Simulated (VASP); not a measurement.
# NaB3 (P3m1) in VASP: density of states with RPBE

Aim: the density of states of NaB3 with RPBE.

Program: VASP 6.6.1. These are calculated values, not measurements. Logs are shortened: lines on timing, memory, paths and dates and some standing lists are left out, and cuts for length are marked.

### Step 1. Starting point

The structure is trigonal, space group P3m1 (No. 156). Conventional cell: a = 3.320 Å, b = 3.320 Å, c = 4.369 Å, α = 90.00°, β = 90.00°, γ = 120.00°. Na (site symmetry 3m) is surrounded by 3 B at 2.07 Å. B (site symmetry m) has 2 B at 1.32 Å as nearest neighbours.

The cell was built by a generator and needn't be a form met in nature.

### Step 2. Density of states, RPBE, collinear spin, ferromagnetic start

run.py

```python
from ase import Atoms
from ase.calculators.vasp import Vasp
from ase.dft.dos import DOS

atoms = Atoms(
    ['Na', 'B', 'B', 'B'],
    cell=[[3.31976159, 0.0, 0.0], [-1.6598808, 2.87499787, 0.0], [0.0, 0.0, 4.36924601]],
    scaled_positions=[[0.0, 0.0, 0.85908769], [0.79956493, 0.20043507, 0.46546929], [0.79956493, 0.59912987, 0.46546929], [0.40087013, 0.20043507, 0.46546929]],
    pbc=True,
)
atoms.set_initial_magnetic_moments([0.5, 0.0, 0.0, 0.0])
calc = Vasp(
    directory='calc',
    xc='rpbe',
    pp='PBE',
    setups='minimal',
    prec='Accurate',
    encut=500,
    ediff=1e-06,
    ismear=0,
    sigma=0.1,
    lreal=False,
    lasph=True,
    nelm=60,
    algo='Normal',
    isif=2,
    lwave=False,
    lcharg=False,
    ispin=2,
    lorbit=10,
    kpts=[9, 9, 6],
    gamma=True,
)
atoms.calc = calc

print('energy (eV):', atoms.get_potential_energy())
print('free energy (eV):', atoms.get_potential_energy(force_consistent=True))
print('forces (eV/A):')
print(atoms.get_forces())
print('stress (eV/A^3, Voigt):', atoms.get_stress())
print('Fermi level (eV):', calc.get_fermi_level())
print('moment (muB):', atoms.get_magnetic_moment())
print('site moments (muB):', atoms.get_magnetic_moments())
dos = DOS(calc, width=0.05, window=(-10, 10), npts=201)
print('E - E_F (eV), DOS (1/eV)')
for e, g in zip(dos.get_energies(), dos.get_dos()):
    print(f'{e:8.3f} {g:10.4f}')
```

Potentials or basis: VASP PAW PBE potentials, release 64 (Na, B).

Command:

```
$ python run.py
```

The log of the run:

```text
energy (eV): -12.24004189
free energy (eV): -12.24419274
forces (eV/A):
[[ 0.00000000e+00 -0.00000000e+00  5.65616327e+00]
 [ 1.57425667e+01 -9.08897514e+00 -1.88538776e+00]
 [-3.00000000e-08  1.81779503e+01 -1.88538776e+00]
 [-1.57425667e+01 -9.08897514e+00 -1.88538776e+00]]
stress (eV/A^3, Voigt): [-5.36395080e-01 -5.36395080e-01 -2.06154878e-01 -0.00000000e+00
 -0.00000000e+00  9.29984860e-10]
Fermi level (eV): 5.10482478
moment (muB): -7.1e-06
site moments (muB): [ 0. -0. -0. -0.]
E - E_F (eV), DOS (1/eV)
 -10.000     0.0000
  -9.900     0.0000
  -9.800     0.0000
  -9.700     0.0000
  -9.600     0.0000
  -9.500     0.0000
[... 193 lines left out ...]
   9.900     0.0000
  10.000     0.0000
```

It took 46 s on 1 thread of Intel Xeon Platinum 8259CL at 2.50GHz (Skylake/Cascade Lake), shared host; peak memory 0.18 GiB.

What came out:

| Quantity | Value |
| --- | --- |
| Free energy | -12.2442 eV |
| Pressure | 68.3 GPa |
| Largest force | 18.275 eV/Å |
| Band gap on the k mesh | none (metal or under the smearing width) |
| Net moment | 0.00 μB per cell |
| Valence electrons inside the program's atomic spheres | Na 0.22; B 2.49 |

Forces on the atoms (eV/Å):
```
Na    0.000   0.000   5.656
B    15.743  -9.089  -1.885
B     0.000  18.178  -1.885
B   -15.743  -9.089  -1.885
```

States per cell in windows of 0.5 eV (zero at the Fermi level; states under -8 eV left out):
```tsv
from (eV)	up	down	B2_p_up	B2_p_down	B3_p_up	B3_p_down	B4_p_up	B4_p_down
-8.0	0.21	0.21	0.05	0.05	0.05	0.05	0.05	0.05
-7.5	0.11	0.11	0.03	0.03	0.03	0.03	0.03	0.03
-7.0	0.06	0.06	0.01	0.01	0.01	0.01	0.01	0.01
-6.5	0.24	0.24	0.03	0.03	0.03	0.03	0.03	0.03
-6.0	0.17	0.17	0.03	0.03	0.03	0.03	0.03	0.03
-5.5	0.30	0.30	0.05	0.05	0.05	0.05	0.05	0.05
-5.0	0.36	0.36	0.06	0.06	0.06	0.06	0.06	0.06
-4.5	0.46	0.46	0.09	0.09	0.09	0.09	0.09	0.09
-4.0	0.15	0.15	0.03	0.03	0.03	0.03	0.03	0.03
-3.5	0.08	0.08	0.02	0.02	0.02	0.02	0.02	0.02
-3.0	0.08	0.08	0.02	0.02	0.02	0.02	0.02	0.02
-2.5	0.26	0.26	0.05	0.05	0.05	0.05	0.05	0.05
-2.0	0.37	0.37	0.08	0.08	0.08	0.08	0.08	0.08
-1.5	0.20	0.20	0.04	0.04	0.04	0.04	0.04	0.04
-1.0	0.07	0.07	0.02	0.02	0.02	0.02	0.02	0.02
-0.5	0.14	0.14	0.02	0.02	0.02	0.02	0.02	0.02
0.0	0.17	0.17	0.02	0.02	0.02	0.02	0.02	0.02
0.5	0.16	0.16	0.01	0.01	0.01	0.01	0.01	0.01
1.0	0.32	0.32	0.03	0.03	0.03	0.03	0.03	0.03
1.5	0.24	0.24	0.02	0.02	0.02	0.02	0.02	0.02
2.0	0.13	0.13	0.01	0.01	0.01	0.01	0.01	0.01
2.5	0.31	0.31	0.03	0.03	0.03	0.03	0.03	0.03
3.0	0.34	0.34	0.04	0.04	0.04	0.04	0.04	0.04
3.5	0.18	0.18	0.02	0.02	0.02	0.02	0.02	0.02
4.0	0.47	0.47	0.05	0.05	0.05	0.05	0.05	0.05
4.5	0.47	0.47	0.06	0.06	0.06	0.06	0.06	0.06
5.0	0.40	0.40	0.05	0.05	0.05	0.05	0.05	0.05
5.5	0.44	0.44	0.05	0.05	0.05	0.05	0.05	0.05
6.0	0.29	0.29	0.04	0.04	0.04	0.04	0.04	0.04
6.5	0.07	0.07	0.01	0.01	0.01	0.01	0.01	0.01
7.0	0.03	0.03	0.00	0.00	0.00	0.00	0.00	0.00
7.5	0.01	0.01	0.00	0.00	0.00	0.00	0.00	0.00
```

Caveat: a pressure of tens of GPa on the cell as given is suspect, and the run, the potentials or the cell itself is likely at fault; the PAW data sets were made with another functional, which shifts forces and pressure a little.
